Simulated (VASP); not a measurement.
Here is the system:

```
CELL_PARAMETERS angstrom
      0.00000     3.07298     3.07298
      3.07298     0.00000     3.07298
      3.07298     3.07298     0.00000
ATOMIC_POSITIONS crystal
  Pb 0.00000 0.00000 0.00000
  Se 0.50000 0.50000 0.50000
```

The numbers are results of r2SCAN+rVV10, VASP's PBE PAW potentials (set 64) (plane waves; VASP), not measurements. Numerical set-up: 520 eV cut-off, 8×8×8 Γ-centred mesh, tetrahedra with Blöchl corrections, potentials Pb_d Se.

Unless said otherwise, spin-orbit coupling is left out, though it shifts the bands of the heavy elements here.

Task: Tabulate the total density of states (states/eV per cell) against energy (eV; zero at the valence-band maximum or, without a gap, the Fermi level).

Result: 
| E (eV) | DOS (states/eV) |
|---|---|
| -9.97 | 0.00 |
| -9.85 | 0.00 |
| -9.61 | 0.00 |
| -9.49 | 0.00 |
| -9.25 | 0.00 |
| -9.13 | 0.00 |
| -8.89 | 0.20 |
| -8.77 | 0.71 |
| -8.53 | 1.77 |
| -8.41 | 2.33 |
| -8.17 | 1.83 |
| -8.05 | 1.46 |
| -7.81 | 1.13 |
| -7.69 | 0.73 |
| -7.45 | 0.30 |
| -7.33 | 0.23 |
| -7.09 | 0.16 |
| -6.97 | 0.13 |
| -6.73 | 0.08 |
| -6.61 | 0.04 |
| -6.37 | 0.00 |
| -6.25 | 0.00 |
| -6.01 | 0.00 |
| -5.89 | 0.00 |
| -5.65 | 0.00 |
| -5.53 | 0.00 |
| -5.29 | 0.00 |
| -5.17 | 0.00 |
| -5.05 | 0.00 |
| -4.81 | 0.20 |
| -4.69 | 0.40 |
| -4.45 | 0.48 |
| -4.33 | 0.74 |
| -4.09 | 0.70 |
| -3.97 | 0.78 |
| -3.73 | 0.97 |
| -3.61 | 1.20 |
| -3.37 | 1.50 |
| -3.25 | 1.76 |
| -3.01 | 1.76 |
| -2.89 | 1.81 |
| -2.65 | 1.90 |
| -2.53 | 1.98 |
| -2.29 | 2.19 |
| -2.17 | 2.06 |
| -1.93 | 2.11 |
| -1.81 | 1.89 |
| -1.57 | 1.13 |
| -1.45 | 0.91 |
| -1.21 | 1.42 |
| -1.09 | 1.81 |
| -0.85 | 1.59 |
| -0.73 | 1.03 |
| -0.61 | 0.66 |
| -0.37 | 0.08 |
| -0.25 | 0.04 |
| -0.01 | 0.00 |
| 0.11 | 0.00 |
| 0.35 | 0.00 |
| 0.47 | 0.00 |
| 0.71 | 0.01 |
| 0.83 | 0.03 |
| 1.07 | 0.09 |
| 1.19 | 0.16 |
| 1.43 | 0.57 |
| 1.55 | 0.82 |
| 1.79 | 0.98 |
| 1.91 | 1.25 |
| 2.15 | 1.29 |
| 2.27 | 1.38 |
| 2.51 | 1.42 |
| 2.63 | 1.34 |
| 2.87 | 1.32 |
| 2.99 | 1.34 |
| 3.23 | 1.38 |
| 3.35 | 1.40 |
| 3.59 | 1.48 |
| 3.71 | 1.50 |
| 3.95 | 1.59 |
| 4.07 | 1.81 |
Within 2 eV below the valence-band maximum the largest weight inside VASP's projection spheres is Se p, then Pb s.

The compound is PbSe in the rock salt structure. It was relaxed first.
